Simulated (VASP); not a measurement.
These are optB86b-vdW, VASP's PBE PAW potentials (set 64) (plane waves; VASP) values and carry that method's errors.

A VASP calculation is set up with these files.

File KPOINTS:
```
Automatic mesh
0
Gamma
7 7 11
0 0 0
```

### INCAR
```
# general
SYSTEM   = MnO2
PREC     = Accurate
ENCUT    = 520
LREAL    = .FALSE.
LASPH    = .TRUE.

# electronic loop
EDIFF    = 1E-7
NELM     = 100
ALGO     = Normal
LMAXMIX  = 4

# smearing
ISMEAR   = 1
SIGMA    = 0.1

# functional
GGA      = MK
LUSE_VDW = .TRUE.
AGGAC    = 0.0
PARAM1   = 0.1234
PARAM2   = 1.0

# spin
ISPIN    = 2
MAGMOM   = 2.4 -2.4 -0.0 2*0.0 -0.0

# ions
IBRION   = 2
NSW      = 30
ISIF     = 4
EDIFFG   = -0.01

# output
LWAVE    = .FALSE.
LCHARG   = .FALSE.
LORBIT   = 10
```

**POSCAR**
```
MnO2
1
    4.3074172497     0.0000000000     0.0000000000
    0.0000000000     4.3074172497     0.0000000000
    0.0000000000     0.0000000000     2.7929292448
Mn O
2 4
Direct
  1.0000000000   0.0000000000   1.0000000000
  0.5000000000   0.5000000000   0.5000000000
  0.3035019918   0.3035019918   1.0000000000
  0.8035019918   0.1964980082   0.5000000000
  0.1964980082   0.8035019918   0.5000000000
  0.6964980082   0.6964980082   0.0000000000
```

POTCAR, in this order: Mn_pv O (PBE.64 set). Program: vasp_std.

Output

OSZICAR:
```
       N       E                     dE             d eps       ncg     rms          rms(c)
DAV:   1     0.667807717212E+03    0.66781E+03   -0.28750E+04  7392   0.205E+03
DAV:   2     0.315799638508E+02   -0.63623E+03   -0.59896E+03  7798   0.578E+02
DAV:   3    -0.482036603134E+02   -0.79784E+02   -0.77806E+02  8956   0.195E+02
DAV:   4    -0.510524027442E+02   -0.28487E+01   -0.26183E+01  8386   0.334E+01
DAV:   5    -0.511034250360E+02   -0.51022E-01   -0.50718E-01  7486   0.499E+00    0.491E+01
DAV:   6    -0.450700795949E+02    0.60333E+01   -0.15771E+02  8856   0.122E+02    0.485E+01
DAV:   7    -0.379026083728E+02    0.71675E+01   -0.10556E+02  9160   0.123E+02    0.219E+01
DAV:   8    -0.358616694168E+02    0.20409E+01   -0.83283E+00  7502   0.299E+01    0.813E+00
DAV:   9    -0.355757725997E+02    0.28590E+00   -0.17267E+00  9406   0.135E+01    0.277E+00
DAV:  10    -0.355901207593E+02   -0.14348E-01   -0.17179E-01  7560   0.341E+00    0.155E+00
DAV:  11    -0.355879853592E+02    0.21354E-02   -0.16011E-02  7842   0.143E+00    0.553E-01
DAV:  12    -0.355870430780E+02    0.94228E-03   -0.70791E-03  8686   0.126E+00    0.170E-01
DAV:  13    -0.355871281625E+02   -0.85084E-04   -0.50012E-04  7830   0.170E-01    0.531E-02
DAV:  14    -0.355871214895E+02    0.66730E-05   -0.11837E-04  8322   0.700E-02    0.320E-02
DAV:  15    -0.355871190596E+02    0.24298E-05   -0.35378E-05  8130   0.804E-02    0.178E-02
DAV:  16    -0.355871181083E+02    0.95132E-06   -0.50178E-06  8254   0.308E-02    0.562E-03
DAV:  17    -0.355871181428E+02   -0.34482E-07   -0.11064E-06  9122   0.144E-02    0.179E-03
DAV:  18    -0.355871179186E+02    0.22425E-06   -0.13975E-07  3736   0.336E-03    0.115E-03
DAV:  19    -0.355871179131E+02    0.54370E-08   -0.23203E-08  3630   0.218E-03
   1 F= -.35587118E+02 E0= -.35587066E+02  d E =-.355871E+02  mag=    -0.0000
       N       E                     dE             d eps       ncg     rms          rms(c)
DAV:   1    -0.355918282846E+02   -0.47104E-02   -0.74767E+00  7200   0.189E+01    0.145E+00
DAV:   2    -0.355960730016E+02   -0.42447E-02   -0.22433E-01  8290   0.385E+00    0.947E-01
DAV:   3    -0.355908481862E+02    0.52248E-02   -0.16012E-02  9160   0.164E+00    0.583E-01
DAV:   4    -0.355887321552E+02    0.21160E-02   -0.10503E-02  9090   0.114E+00    0.316E-01
DAV:   5    -0.355885618737E+02    0.17028E-03   -0.23915E-03  8008   0.588E-01    0.113E-01
DAV:   6    -0.355885587844E+02    0.30893E-05   -0.15995E-04  7926   0.122E-01    0.699E-02
DAV:   7    -0.355885510991E+02    0.76853E-05   -0.21341E-05  8486   0.419E-02    0.219E-02
DAV:   8    -0.355885509213E+02    0.17786E-06   -0.69594E-06  8162   0.195E-02    0.728E-03
DAV:   9    -0.355885510295E+02   -0.10826E-06   -0.37434E-07  6324   0.686E-03    0.374E-03
DAV:  10    -0.355885511445E+02   -0.11496E-06   -0.11594E-07  3668   0.437E-03    0.111E-03
DAV:  11    -0.355885510667E+02    0.77792E-07   -0.33671E-08  3612   0.185E-03
   2 F= -.35588551E+02 E0= -.35588491E+02  d E =-.143315E-02  mag=    -0.0000
       N       E                     dE             d eps       ncg     rms          rms(c)
DAV:   1    -0.355952455266E+02   -0.66944E-02   -0.16787E+00  7200   0.895E+00    0.688E-01
DAV:   2    -0.355963839546E+02   -0.11384E-02   -0.51447E-02  8306   0.188E+00    0.468E-01
DAV:   3    -0.355952215664E+02    0.11624E-02   -0.43813E-03  9490   0.905E-01    0.299E-01
DAV:   4    -0.355945757498E+02    0.64582E-03   -0.24932E-03  8800   0.554E-01    0.134E-01
DAV:   5    -0.355945527259E+02    0.23024E-04   -0.48839E-04  7516   0.228E-01    0.551E-02
DAV:   6    -0.355945533661E+02   -0.64015E-06   -0.28169E-05  7970   0.427E-02    0.321E-02
DAV:   7    -0.355945509920E+02    0.23741E-05   -0.58081E-06  8364   0.219E-02    0.952E-03
DAV:   8    -0.355945512675E+02   -0.27549E-06   -0.15962E-06  7472   0.107E-02    0.314E-03
DAV:   9    -0.355945513305E+02   -0.62994E-07   -0.71741E-08  3618   0.318E-03
   3 F= -.35594551E+02 E0= -.35594512E+02  d E =-.743342E-02  mag=     0.0000
```

OUTCAR:
```
------------------------ aborting loop because EDIFF is reached ----------------------------------------
  FORCE on cell =-STRESS in cart. coord.  units (eV):
  Direction    XX          YY          ZZ          XY          YZ          ZX
  --------------------------------------------------------------------------------------
  Total        5.6163810      5.6163810      5.5537146      0.0000000      0.0000000      0.0000000
  in kB      173.6494151    173.6494151    171.7118713      0.0000000      0.0000000      0.0000000
  external PRESSURE =     173.0035671 kB  Pullay stress =       0.0000000 kB
  volume of cell :       51.82
      direct lattice vectors                 reciprocal lattice vectors
     4.301035441 -0.000000000  0.000000000     0.232502153 -0.000000000  0.000000000
     0.000000000  4.301035441  0.000000000     0.000000000  0.232502153  0.000000000
     0.000000000  0.000000000  2.801223602     0.000000000  0.000000000  0.356986854
 POSITION                                       TOTAL-FORCE (eV/Angst)
 -----------------------------------------------------------------------------------
      4.30104     -0.00000      0.00000        -0.000000      0.000000     -0.000000
      2.15052      2.15052      1.40061        -0.000000      0.000000     -0.000000
      1.29927      1.29927      0.00000        -0.003795     -0.003795      0.000000
      3.44979      0.85125      1.40061        -0.003795      0.003795     -0.000000
      0.85125      3.44979      1.40061         0.003795     -0.003795     -0.000000
      3.00176      3.00176      0.00000         0.003795      0.003795     -0.000000
 -----------------------------------------------------------------------------------
    total drift:                                0.000000     -0.000000     -0.000000
  FREE ENERGIE OF THE ION-ELECTRON SYSTEM (eV)
  ---------------------------------------------------
  free  energy   TOTEN  =       -35.5945513305 eV

  energy  without entropy=      -35.5944336962  energy(sigma->0) =      -35.59451212

 total charge

# of ion       s       p       d       tot
------------------------------------------
    1        0.382   6.533   5.016  11.931
    2        0.382   6.533   5.016  11.931
    3        1.568   3.492   0.000   5.059
    4        1.568   3.492   0.000   5.059
    5        1.568   3.492   0.000   5.059
    6        1.568   3.492   0.000   5.059
--------------------------------------------------
tot          7.035  27.034  10.031  44.100

 magnetization (x)

# of ion       s       p       d       tot
------------------------------------------
    1        0.010   0.018   2.312   2.340
    2       -0.010  -0.018  -2.312  -2.340
    3       -0.001  -0.043   0.000  -0.043
    4        0.001   0.043   0.000   0.043
    5        0.001   0.043   0.000   0.043
    6       -0.001  -0.043   0.000  -0.043
--------------------------------------------------
tot          0.000   0.000  -0.000  -0.000

 reached required accuracy - stopping structural energy minimisation
```
(Selected blocks of OUTCAR.)

CONTCAR:
```
MnO2
   1.00000000000000
     4.3010354412424388   -0.0000000000000000    0.0000000000000000
     0.0000000000000000    4.3010354412424388    0.0000000000000000
     0.0000000000000000    0.0000000000000000    2.8012236023608508
  Mn              O
     2     4
Direct
     1.0000000000000000    0.0000000000000000    0.0000000000000000
     0.5000000000000000    0.5000000000000000    0.5000000000000000
     0.3020834718181048    0.3020834718181048    0.0000000000000000
     0.8020834718181048    0.1979165281818952    0.5000000000000000
     0.1979165281818952    0.8020834718181048    0.5000000000000000
     0.6979165281818952    0.6979165281818952    0.0000000000000000
```

The compound is MnO2 in the rutile structure. This cell is one point of a volume scan, at 0.94 of the reference volume. Symmetry was kept, so distortions that lower it aren't found.
